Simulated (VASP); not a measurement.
Output of a VASP run:

File OUTCAR:
```
 ion  position               nearest neighbor table
   1  0.000  0.000  0.000-   5 2.30   6 2.30   7 2.30   5 2.30   6 2.30   7 2.30   3 3.26   3 3.26
                             8 3.26   2 3.26   2 3.26   8 3.26   8 3.26   2 3.26   3 3.26   8 3.26
   2  0.500  0.500  0.000-   4 2.30   6 2.30   7 2.30   4 2.30   7 2.30   6 2.30   3 3.26   3 3.26
                             8 3.26   1 3.26   3 3.26   1 3.26   3 3.26   1 3.26   8 3.26   8 3.26
   3  0.500  0.000  0.500-   4 2.30   5 2.30   7 2.30   7 2.30   4 2.30   5 2.30   1 3.26   2 3.26
                             2 3.26   2 3.26   1 3.26   8 3.26   2 3.26   1 3.26   8 3.26   8 3.26
   4  0.500  0.500  0.500-   2 2.30   3 2.30   8 2.30   2 2.30   3 2.30   8 2.30
   5  0.000  0.000  0.500-   1 2.30   3 2.30   8 2.30   1 2.30   8 2.30   3 2.30
   6  0.000  0.500  0.000-   1 2.30   2 2.30   8 2.30   8 2.30   1 2.30   2 2.30
   7  0.500  0.000  0.000-   1 2.30   2 2.30   3 2.30   3 2.30   2 2.30   1 2.30
   8  0.000  0.500  0.500-   4 2.30   5 2.30   6 2.30   6 2.30   5 2.30   4 2.30   1 3.26   2 3.26
                             1 3.26   1 3.26   3 3.26   2 3.26   1 3.26   2 3.26   3 3.26   3 3.26
  LATTYP: Found a simple cubic cell.
 ALAT       =     4.6061428444
 Subroutine PRICEL returns:
 Original cell was already a primitive cell.
 Subroutine GETGRP returns: Found 48 space group operations
The static configuration has the point symmetry D_4h.
 The point group associated with its full space group is O_h .
The dynamic configuration has the point symmetry D_4h.
 Subroutine INISYM returns: Found 48 space group operations
 Subroutine IBZKPT returns following result:
 Found     35 irreducible k-points:

 Following reciprocal coordinates:
            Coordinates               Weight
  0.000000  0.000000  0.000000      1.000000
  0.125000  0.000000  0.000000      6.000000
  0.250000  0.000000  0.000000      6.000000
  0.375000  0.000000  0.000000      6.000000
  0.500000  0.000000  0.000000      3.000000
  0.125000  0.125000  0.000000     12.000000
  0.250000  0.125000  0.000000     24.000000
  0.375000  0.125000  0.000000     24.000000
  0.500000  0.125000  0.000000     12.000000
  0.250000  0.250000  0.000000     12.000000
  0.375000  0.250000  0.000000     24.000000
  0.500000  0.250000  0.000000     12.000000
  0.375000  0.375000  0.000000     12.000000
  0.500000  0.375000  0.000000     12.000000
  0.500000  0.500000  0.000000      3.000000
  0.125000  0.125000  0.125000      8.000000
  0.250000  0.125000  0.125000     24.000000
  0.375000  0.125000  0.125000     24.000000
  0.500000  0.125000  0.125000     12.000000
  0.250000  0.250000  0.125000     24.000000
  0.375000  0.250000  0.125000     48.000000
  0.500000  0.250000  0.125000     24.000000
  0.375000  0.375000  0.125000     24.000000
  0.500000  0.375000  0.125000     24.000000
  0.500000  0.500000  0.125000      6.000000
  0.250000  0.250000  0.250000      8.000000
  0.375000  0.250000  0.250000     24.000000
  0.500000  0.250000  0.250000     12.000000
  0.375000  0.375000  0.250000     24.000000
  0.500000  0.375000  0.250000     24.000000
  0.500000  0.500000  0.250000      6.000000
  0.375000  0.375000  0.375000      8.000000
  0.500000  0.375000  0.375000     12.000000
  0.500000  0.500000  0.375000      6.000000
  0.500000  0.500000  0.500000      1.000000
   k-points           NKPTS =     35   k-points in BZ     NKDIM =     35   number of bands    NBANDS=     37
   number of dos      NEDOS =    601   number of ions     NIONS =      8
   total plane-waves  NPLWV =  46656
   dimension x,y,z NGX =    36 NGY =   36 NGZ =   36
   dimension x,y,z NGXF=    72 NGYF=   72 NGZF=   72
   ions per type =               3   4   1
   PREC   = accura    normal or accurate (medium, high low for compatibility)
   ISTART =      0    job   : 0-new  1-cont  2-samecut
   ICHARG =      2    charge: 1-file 2-atom 10-const
   ISPIN  =      1    spin polarized calculation?
   LNONCOLLINEAR =      F non collinear calculations
   LSORBIT =      F    spin-orbit coupling
   INIWAV =      1    electr: 0-lowe 1-rand  2-diag
   ENCUT  =  520.0 eV  38.22 Ry    6.18 a.u.   8.56  8.56  8.56*2*pi/ulx,y,z
   NELM   =    100;   NELMIN=  2; NELMDL= -5     # of ELM steps
   EDIFF  = 0.1E-06   stopping-criterion for ELM
   LREAL  =      F    real-space projection
   NLSPLINE    = F    spline interpolate recip. space projectors
...
```

OSZICAR:
```
       N       E                     dE             d eps       ncg     rms          rms(c)
DAV:   1     0.601754006163E+03    0.60175E+03   -0.33890E+04  2590   0.173E+03
DAV:   2    -0.467936881532E+02   -0.64855E+03   -0.63336E+03  3100   0.484E+02
DAV:   3    -0.961689641349E+02   -0.49375E+02   -0.48325E+02  4026   0.114E+02
DAV:   4    -0.986362506855E+02   -0.24673E+01   -0.24607E+01  3717   0.223E+01
DAV:   5    -0.987308012427E+02   -0.94551E-01   -0.94491E-01  3642   0.385E+00    0.480E+01
DAV:   6    -0.856442880037E+02    0.13087E+02   -0.87483E+01  3049   0.363E+01    0.198E+01
DAV:   7    -0.854129018749E+02    0.23139E+00   -0.55323E+00  3546   0.937E+00    0.113E+01
DAV:   8    -0.853553438650E+02    0.57558E-01   -0.55086E-01  3533   0.360E+00    0.180E+00
DAV:   9    -0.853464889993E+02    0.88549E-02   -0.82606E-02  3325   0.121E+00    0.525E-01
DAV:  10    -0.853468784682E+02   -0.38947E-03   -0.83085E-03  3548   0.485E-01    0.250E-01
DAV:  11    -0.853469320689E+02   -0.53601E-04   -0.11804E-03  3528   0.232E-01    0.662E-02
DAV:  12    -0.853469228636E+02    0.92053E-05   -0.25986E-04  3362   0.756E-02    0.222E-02
DAV:  13    -0.853469179724E+02    0.48913E-05   -0.21124E-05  3281   0.270E-02    0.649E-03
DAV:  14    -0.853469169370E+02    0.10353E-05   -0.24768E-06  3358   0.650E-03    0.254E-03
DAV:  15    -0.853469171374E+02   -0.20039E-06   -0.18514E-07  2159   0.213E-03    0.132E-03
DAV:  16    -0.853469171394E+02   -0.20154E-08   -0.46907E-08  1756   0.129E-03
   1 F= -.85346917E+02 E0= -.85346917E+02  d E =0.000000E+00
```

OUTCAR:
```
------------------------ aborting loop because EDIFF is reached ----------------------------------------
  FORCE on cell =-STRESS in cart. coord.  units (eV):
  Direction    XX          YY          ZZ          XY          YZ          ZX
  --------------------------------------------------------------------------------------
  Total       -0.0152448     -0.0152448     -0.0152448      0.0000000     -0.0000000     -0.0000000
  in kB       -0.2499304     -0.2499304     -0.2499304      0.0000000     -0.0000000     -0.0000000
  external PRESSURE =      -0.2499304 kB  Pullay stress =       0.0000000 kB
  volume of cell :       97.73
      direct lattice vectors                 reciprocal lattice vectors
     4.606142844  0.000000000  0.000000000     0.217101387  0.000000000  0.000000000
     0.000000000  4.606142844  0.000000000     0.000000000  0.217101387  0.000000000
     0.000000000  0.000000000  4.606142844     0.000000000  0.000000000  0.217101387
 POSITION                                       TOTAL-FORCE (eV/Angst)
 -----------------------------------------------------------------------------------
      0.00000      0.00000      0.00000         0.000000      0.000000      0.000000
      2.30307      2.30307      0.00000         0.000000      0.000000      0.000000
      2.30307      0.00000      2.30307         0.000000      0.000000      0.000000
      2.30307      2.30307      2.30307         0.000000      0.000000      0.000000
      0.00000      0.00000      2.30307         0.000000      0.000000      0.000000
      0.00000      2.30307      0.00000         0.000000      0.000000      0.000000
      2.30307      0.00000      0.00000         0.000000      0.000000      0.000000
      0.00000      2.30307      2.30307         0.000000      0.000000      0.000000
 -----------------------------------------------------------------------------------
    total drift:                                0.000000      0.000000      0.000000
  FREE ENERGIE OF THE ION-ELECTRON SYSTEM (eV)
  ---------------------------------------------------
  free  energy   TOTEN  =       -85.3469171394 eV

  energy  without entropy=      -85.3469171394  energy(sigma->0) =      -85.34691714

 total charge

# of ion       s       p       d       tot
------------------------------------------
    1        2.184   6.057   1.716   9.957
    2        2.184   6.057   1.716   9.957
    3        2.184   6.057   1.716   9.957
    4        0.873   1.499   0.000   2.372
    5        0.873   1.499   0.000   2.372
    6        0.873   1.499   0.000   2.372
    7        0.883   1.507   0.000   2.391
    8        0.292   6.237   2.241   8.771
--------------------------------------------------
tot         10.345  30.414   7.391  48.149

 Electric field gradients after diagonalization (V/A^2)
 (convention: |V_zz| > |V_xx| > |V_yy|)
----------------------------------------------------------------------
 ion       V_xx      V_yy      V_zz     asymmetry (V_yy - V_xx)/ V_zz
----------------------------------------------------------------------
   1      11.188    11.188   -22.376       0.000
   2      11.188    11.188   -22.376       0.000
   3      11.188    11.188   -22.376       0.000
   4      -0.948    -0.948     1.897       0.000
   5      -0.948    -0.948     1.897       0.000
   6      -0.948    -0.948     1.897       0.000
   7      -0.000     0.000     0.000       1.411
   8       0.000    -0.000     0.000      -0.147
```
(Selected blocks of OUTCAR.)

POSCAR:
```
TaZr3C4
1
    4.6061428444     0.0000000000     0.0000000000
    0.0000000000     4.6061428444     0.0000000000
    0.0000000000     0.0000000000     4.6061428444
Zr C Ta
3 4 1
Direct
  0.0000000000   0.0000000000   0.0000000000
  0.5000000000   0.5000000000   0.0000000000
  0.5000000000   0.0000000000   0.5000000000
  0.5000000000   0.5000000000   0.5000000000
  0.0000000000   0.0000000000   0.5000000000
  0.0000000000   0.5000000000   0.0000000000
  0.5000000000   0.0000000000   0.0000000000
  0.0000000000   0.5000000000   0.5000000000
```

Question: Reconstruct the remaining input files.

Answer: This is not unique; one that fits is the input of the run itself, PBEsol GGA, plane waves, VASP's PBE PAW potentials (set 64).

### INCAR
```
LORBIT  =  11
NEDOS  =  601   # DOS grid
ISMEAR  =  -5   # tetrahedra, Bloechl
LASPH  =  T
ALGO  =  Normal   # blocked Davidson
LEFG  =  T
PREC  =  Accurate
ISIF  =  2   # forces and stress, cell fixed
SYSTEM  =  TaZr3C4
EDIFF  =  1E-7   # SCF stop (eV)
NELM  =  100
ENCUT  =  520   # plane-wave cut-off (eV)
LREAL  =  F
GGA  =  PS   # PBEsol
LCHARG  =  T
LMAXMIX  =  6   # l cut-off of mixed one-centre charges
LWAVE  =  F
```

**KPOINTS**
```
Automatic mesh
0
Gamma
8 8 8
0 0 0
```

POTCAR, in this order: Zr_sv C Ta_pv (PBE.64 set). Program: vasp_std.

For a metal the tetrahedron method with Blöchl corrections gives inexact stress and forces.

The structure was generated: TaZr3C4 was put into an ordered model structure (Pm-3m), which need not be its known phase. It was relaxed first. The electron count is odd and the run is not spin-polarised, which forces a metal.
